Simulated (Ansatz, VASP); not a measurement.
# SiC in two plane-wave programs, part 2 of 2

One calculation is typed for both programs; each brings its own data sets. How far apart do they land? The cell is taken from a series of runs on this material, whose earlier steps may have relaxed, scaled, displaced or heated it; both programs get it as it stands.

VASP 6.6.1 and Ansatz 0.2.0.

So far: Set-up; VASP: G0W0 gap, PBE.

### Step 3. Ansatz: G0W0 gap, PBE

Level of this step: Ansatz beside VASP: Kohn-Sham DFT, plane waves, PBE (Ansatz).

Ansatz runs on its PAW soft_1 files.

The same cell, functional and mesh now go to Ansatz, which takes its cutoff from its data sets.

input.yaml reads:

```yaml
crystal:
  lattice:
    - [3.0918290149, 0.0, 0.0]
    - [-1.5459145075, 2.6776024711, 0.0]
    - [0.0, 0.0, 5.0737922218]
  atoms:
    - { symbol: Si, position: [0.3333333333, 0.6666666667, 0.4995713865] }
    - { symbol: Si, position: [0.6666666667, 0.3333333333, 0.9995713865] }
    - { symbol: C, position: [0.3333333333, 0.6666666667, 0.8754286135] }
    - { symbol: C, position: [0.6666666667, 0.3333333333, 0.3754286135] }
kpoints:
  mp_grid: { grid: [6, 6, 4] }
hamiltonian:
  xc: pbe
  pseudopotentials: { kind: paw, azcp: { folder: soft_1 } }
scf:
  occupations: { method: fixed }
gw:
  n_empty_bands: 125
  ecut_chi: 120
  qp_bands: [v2, c2]
  qp_kpoints: band_edges
  screening: { model: contour_deformation }
```

On the command line:

```
$ ansatz run input.yaml --threads 3 --pin off --max-ram 92160MiB --backend cuda --events-out ev --progress --plain --runs-dir out --devices 1 --max-vram 13GiB
```

Numbers of over 12 decimals in the logs are rounded to 6 here.

The program printed:

```text
GPUs: using 1 of 1 available (devices: 1).
Engine: ansatz 0.2.0, x86_64-unknown-linux-gnu
Pseudopotentials: kind: paw
Pseudopotential: Si, paw, valence charge 4, recommended cutoff 420 eV (normal), soft_1/Si.paw.azcp
Pseudopotential: C, paw, valence charge 4, recommended cutoff 420 eV (normal), soft_1/C.paw.azcp
Functional definition: PBE
  parameter kappa = 0.804
  parameter beta = 0.066725
  exchange = pbe_x(kappa = kappa, mu = beta*pi^2/3)
  correlation = pbe_c(beta = beta)
device memory: the entry about to start is reckoned to put 0.5 GiB on a device that reports 30.6 GiB free (of which the cap on the GPU budget leaves the run 13.0 GiB)
GPU FFT provider: cuFFT
GPU libraries: cuBLAS 13.8.2, cuFFT 12.4.0, cuSOLVER 12.3.4
Crystal: 4 atoms, lattice volume = 42.004 Å³
Basis set: ecut = 420 eV, 809 PW (Γ)
Bands: 12, of which v1, the nominal top of the filled ones, is band 8 counted from 1 (7 counted from 0)
Symmetry: 12 space group operations
Space group: P63mc (ITA 186), of the structure as read, at distance tolerance 3.5e-5 Å
k-points: 21 of 144 (time reversal used)
Non-local potential: Si, projectors of the file, l = 0: 2, l = 1: 2, l = 2: 1
Non-local potential: C, projectors of the file, l = 0: 2, l = 1: 2, l = 2: 1
PAW form: soft (Blöchl's): semilocal exchange-correlation on the pseudo side does not see the compensation charge
PAW one-centre angular grid: Si, 110 points (default); XC on 64 Gauss nodes
PAW one-centre angular grid: C, 110 points (default); XC on 64 Gauss nodes
Initial density: superposition of atomic densities (chi_scale 0.1, normalization cell, long waves kept (reshape's long-wave potential 0.00 eV rms))
Initial wavefunctions: pseudopotential atomic-orbital guess
GPU buffer pool allocated for 20736 grid points (all kernels)
GPU transforms: local potential and band sums: pruned to the plane-wave sphere, on 24×24×36
Functional: x = pbe(κ = 0.804, μ = 0.219515), c = pbe(β = 0.066725)
SCF iter   1: F=—  HF=-1777.243025 eV  |F-HF|=—  |Δ(HF+E_count)|=         —  Δρ=1.36e-1  dr2=9.54e0  ethr=3.10e-3  ⟨swp⟩=4.4  Hψ=1466  notcnv=0  defer=34
preconditioner: auto → none  [insulator: Δε(μ)=4.351 eV  Ē_g=12.640 eV  n_scr=2 (ndim 8)  ℏωp=22.9 eV  f_vac=0.000  ε∞_Penn≈4.3]
SCF iter   2: F=—  HF=-1774.461878 eV  |F-HF|=—  |Δ(HF+E_count)|=    2.78e0  Δρ=4.91e-2  dr2=6.31e-1  ethr=3.10e-3  ⟨swp⟩=3.5  Hψ=763  notcnv=0  defer=35
SCF iter   3: F=—  HF=-1774.308142 eV  |F-HF|=—  |Δ(HF+E_count)|=   1.54e-1  Δρ=1.96e-2  dr2=8.41e-2  ethr=3.10e-3  ⟨swp⟩=2.9  Hψ=591  notcnv=0  defer=35
SCF iter   4: F=—  HF=-1774.304035 eV  |F-HF|=—  |Δ(HF+E_count)|=   4.11e-3  Δρ=1.37e-3  dr2=6.37e-4  ethr=5.25e-4  ⟨swp⟩=2.0  Hψ=296  notcnv=0  defer=40
SCF iter   5: F=—  HF=-1774.304181 eV  |F-HF|=—  |Δ(HF+E_count)|=   1.46e-4  Δρ=2.03e-4  dr2=6.07e-6  ethr=3.98e-6  ⟨swp⟩=2.3  Hψ=446  notcnv=0  defer=40
SCF iter   6: F=—  HF=-1774.304190 eV  |F-HF|=—  |Δ(HF+E_count)|=   9.72e-6  Δρ=3.80e-5  dr2=4.39e-7  ethr=3.79e-8  ⟨swp⟩=2.0  Hψ=420  notcnv=0  defer=1
SCF iter   7: F=-1774.304190 eV  HF=-1774.304190 eV  |F-HF|=4.82e-9  |Δ(HF+E_count)|=   1.28e-7  Δρ=6.41e-6  dr2=1.02e-8  ethr=6.25e-10  ⟨swp⟩=5.7  Hψ=1269  notcnv=0
SCF 1 converged in 7 iterations: F = -1774.304190 eV  dr2 = 1.02e-8
  greatest PAW one-centre occupation: 0.645 electrons in one spin orbital (limit 2), on the C atom at site 3 (counted from 0), in its partial waves of l = 0
device memory: the entry about to start is reckoned to put 0.5 GiB on a device that reports 30.6 GiB free (of which the cap on the GPU budget leaves the run 13.0 GiB)
NSCF: frozen V_eff on 21 k-points, pencils in batches of 32, up to order 48
the band table was solved once the SCF had ended and its energy, with any forces and stress, was formed, with the checks that follow a solve (1663 applications of the Hamiltonian). They found nothing against the state; the energy, forces and stress were not computed again (output.eigenvalues in the input reference)
device memory: the entry about to start is reckoned to put 2.5 GiB on a device that reports 30.6 GiB free (of which the cap on the GPU budget leaves the run 13.0 GiB)
NSCF: frozen V_eff on 21 k-points
G₀W₀ screening: q 1/21
[... further progress lines ...]
SCF converged after 7 iterations
Free energy (F): -1774.304190 eV
Harris-Foulkes:  -1774.304190 eV  (|F-HF|=4.82e-9)
Internal energy: -1774.304190 eV  (E = F + TS)
E sigma→0 (E₀):  -1774.304190 eV
Fermi energy:    9.442411 eV
--- Per-component energies (eV) ---
  E_band       = 55.131506
  E_kinetic    = 265.339358
  E_local      = -194.567275  (includes V_loc(G=0)·N_el)
  E_nonlocal   = 89.944902
  E_hartree    = 64.919717
  E_xc         = -210.874848
  E_vxc        = -216.794238  (∫ρ·V_xc dr)
  E_paw        = -1223.138144  (= ΣΔE_a)
  E_vpaw       = -18.631600  (= ΣTr[D̂ρ^β])
  E_aug_tail   = 0.000106  (compensation charges beyond the density's cutoff)
  E_ewald      = -565.928008
  E_smearing   = -0.000000  (= −TS)
  E_closure    = -0.000000  (closes the sum)
  Σ components = -1774.304190   (vs F -1774.304190, Δ=0.00e0)
--- Band table (eV; the first three rows and the last of 21) ---
  k-point 0: bands = [... 4 lower, 8.1316, 9.3344, 9.4424, 9.4424, 14.1076, 15.4668, 16.0152, 16.0152]
  k-point 1: bands = [... 4 lower, 8.2983, 8.2983, 9.2214, 9.2214, 14.3883, 16.1421, 16.1421, 16.2989]
  k-point 2: bands = [... 4 lower, 8.7329, 8.7329, 8.7329, 8.7329, 15.1954, 15.1954, 16.7056, 16.7056]
  k-point 20: bands = [... 4 lower, 3.8776, 3.8776, 7.7144, 7.7144, 14.4355, 14.4355, 15.4330, 15.4330]
--- G₀W₀: contour deformation, 6 samples at zero and on the imaginary axis and 1 off it, 144 q-points, 125 empty bands' worth ---
  eigenvalues of the whole cell's RPA ε∞ on this k-mesh (on a slab, of 1 + 4πα/V) = 6.8565, 6.9855, 6.9855; static W/v taken at q = 0 is 0.143889
  bands read: the sum over 133 bands ends inside a degenerate multiplet in 8 slots, whose members it reads at an even weight; the widest, k=2: bands 133 to 134 (counted from 1) at 1/2 each
  gw.qp_kpoints: band_edges: 12 of 21 stored k-points solved, in 1 pass; an edge of the gap read off the rows below is read off those points alone
    valence top: of the k-points left out ik 2 came nearest to being solved in a further pass, in band 8 (counted from 1, as in the quasiparticle table): it holds the edge there only if its correction is more favourable than any solved in that band by at least 0.709 eV; those differ by 0.299 eV
    conduction bottom: of the k-points left out ik 11 came nearest to being solved in a further pass, in band 9 (counted from 1, as in the quasiparticle table): it holds the edge there only if its correction is more favourable than any solved in that band by at least 0.945 eV; those differ by 0.333 eV
    ik  band        ε_KS         Σx   Σc(E_QP)       V_xc       Z   E_QP_lin       E_QP  E_QP is
     0     7      9.4424   -18.2786     2.0652   -15.7539  0.7896     8.9815     8.9829  root
     0     8      9.4424   -18.2786     2.0652   -15.7539  0.7896     8.9815     8.9829  root
     0     9     14.1076    -9.1927    -4.6893   -14.4551  0.8034    14.6833    14.6807  root
     0    10     15.4668    -9.3735    -5.1131   -15.0692  0.7860    16.0527    16.0494  root
     1     7      9.2214   -18.3363     2.1365   -15.7155  0.7889     8.7355     8.7371  root
     1     8      9.2214   -18.3363     2.1365   -15.7155  0.7889     8.7355     8.7371  root
     1     9     14.3883    -9.1043    -4.7525   -14.4384  0.8023    14.9726    14.9699  root
     1    10     16.1421    -7.6146    -5.0659   -13.2785  0.7983    16.7437    16.7400  root
     3     7      8.9738   -18.2013     2.0993   -15.6031  0.7887     8.4733     8.4751  root
     3     8      9.1543   -18.4173     2.1570   -15.7698  0.7886     8.6621     8.6638  root
     3     9     14.2379    -7.9155    -4.6635   -13.0713  0.8071    14.7321    14.7302  root
     3    10     16.0629    -8.7362    -5.2194   -14.5807  0.7855    16.6924    16.6881  root
     4     7      8.3814   -18.1259     2.2793   -15.2888  0.7863     7.8212     7.8236  root
     4     8      8.8372   -18.3733     2.2340   -15.6171  0.7876     8.3130     8.3150  root
     4     9     14.1715    -7.7192    -4.6657   -12.8635  0.8076    14.6519    14.6501  root
     4    10     15.8101    -7.5241    -5.0309   -13.1260  0.7966    16.3843    16.3811  root
     6     7      7.6238   -17.7885     2.3513   -14.8305  0.7840     7.0140     7.0172  root
     6     8      8.5337   -18.5152     2.3367   -15.6286  0.7861     7.9814     7.9837  root
     6     9     12.7744    -7.4318    -4.3491   -12.1677  0.8154    13.1622    13.1612  root
     6    10     14.3245    -6.9685    -4.6676   -12.0941  0.8035    14.7842    14.7824  root
     7     7      7.9115   -18.2446     2.4085   -15.2420  0.7838     7.3144     7.3174  root
     7     8      8.1330   -18.4258     2.4319   -15.4074  0.7846     7.5437     7.5465  root
     7     9     12.7427    -7.5699    -4.3281   -12.2810  0.8138    13.1267    13.1257  root
     7    10     13.7865    -7.1183    -4.5902   -12.1341  0.8092    14.2134    14.2120  root
[...]
18     7      5.4448   -18.0141     3.1411   -14.1290  0.7636     4.6939     4.7009  root
    18     8      5.6603   -17.9957     3.1278   -14.1090  0.7664     4.8938     4.9014  root
    18     9     11.7476    -6.1834    -4.0940   -10.5255  0.8209    11.9961    11.9958  root
    18    10     17.5528    -6.6987    -5.5449   -12.8126  0.7713    18.1267    18.1218  root
    20     7      7.7144   -18.5499     2.5147   -15.4243  0.7823     7.1002     7.1035  root
    20     8      7.7144   -18.5499     2.5147   -15.4243  0.7823     7.1002     7.1035  root
    20     9     14.4355    -7.8967    -4.6876   -13.1045  0.8075    14.9578    14.9557  root
    20    10     14.4355    -7.8967    -4.6876   -13.1045  0.8075    14.9578    14.9557  root
```

### Step 4. Side by side

Known differences besides the potentials themselves: fixed occupations in Ansatz, narrow Gaussian smearing in VASP; the cutoff is 420 eV in Ansatz and 440 eV in VASP; VASP leaves aspherical gradient terms in its spheres out (LASPH is not set), Ansatz keeps them; Ansatz integrates over frequency by contour deformation, VASP on a grid of NOMEGA points; Ansatz's G0W0 levels solve the quasiparticle equation, VASP's are linearised. Total energies have different zeros and are not compared.

Both answers:

```csv
quantity,Ansatz,VASP,difference
G0W0 gap on the mesh (eV),3.01,2.98,+0.04
Kohn-Sham gap under it (eV),2.31,2.30,+0.01
```

### Step 5. What came out

| Item | Value |
| --- | --- |
| difference in G0W0 gap on the mesh (G0W0 gap, PBE) | 0.037 eV |

The difference in G0W0 gap on the mesh is 0.037 eV (G0W0 gap, PBE). How closely two codes agree says nothing of how well the functional describes the real material.

[Lines on the potential files, build, host, timing and source positions are cut from VASP's logs without a mark.]

[Logs are printed without paths, hosts, clocks, repeated set-up lines and the standing remarks that a program may print on its own settings, such as how far it seeks lower states.]

[Hosts, paths, dates, database ids (printed as entryN), source tags and the programs' standing remarks are cut or masked in the printed files.]
